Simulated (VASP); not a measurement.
Crystal: BAs.

```
CELL_PARAMETERS angstrom
0.00000 2.38850 2.38850
2.38850 0.00000 2.38850
2.38850 2.38850 0.00000
ATOMIC_POSITIONS crystal
B 0.00000 0.00000 0.00000
As 0.25000 0.25000 0.25000
```

```yaml
Program: VASP 6.6.1
Task: relaxation of cell and atoms
Functional: PBE
Potentials_or_basis: VASP PAW PBE potentials, release 64 (B, As)
Cutoff: 520 eV
k_mesh: 12 × 12 × 12
Occupations: gaussian, width 0.02 eV
Spin: no spin polarisation
```

At the start: pressure 3.4 GPa; volume 13.63 Å³/atom.

Problem. How do energy, volume and symmetry change on relaxing?

Solution. Over 3 steps the energy falls by 3.6 meV/atom and the volume is 13.97 Å³/atom (+2.5 %); space group F-43m (No. 216, to 0.05 Å).

Step by step:
```
step  energy change (eV)  largest force (eV/Å)  pressure (GPa)  volume (Å³)
   1              0.0000                0.0000            3.43        27.25
   2             -0.0037                0.0000           -2.19        28.42
   3             -0.0071                0.0000            0.01        27.93
```

Final structure:
```
CELL_PARAMETERS angstrom
0.00000 2.40823 2.40823
2.40823 0.00000 2.40823
2.40823 2.40823 0.00000
ATOMIC_POSITIONS crystal
B 0.00000 0.00000 0.00000
As 0.25000 0.25000 0.25000
```
